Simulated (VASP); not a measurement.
Input:

```xyz
2
Lattice="3.5051 0.0000 0.0000 0.0000 3.5051 0.0000 0.0000 0.0000 3.5051" Properties=species:S:1:pos:R:3 pbc="T T T"
In     1.7526     1.7526     1.7526
Pd     0.0000     0.0000     0.0000
```

These are vdW-DF2, VASP's PBE PAW potentials (set 64) (plane waves; VASP) values and carry that method's errors. Numerical set-up: 520 eV cut-off, 11×11×11 Γ-centred mesh, first-order Methfessel-Paxton smearing of 0.10 eV, potentials In_d Pd.

Q: Give the stress tensor in GPa (positive for a compressed cell).

A: 
```
-3.46   0.00   0.00
 0.00  -3.46   0.00
 0.00   0.00  -3.46
```
The pressure is its mean diagonal, -3.46 GPa.

The compound is PdIn in the CsCl type structure. This cell is one point of a volume scan, at 1.06 of the reference volume. The electron count is odd and the run is not spin-polarised, which forces a metal.
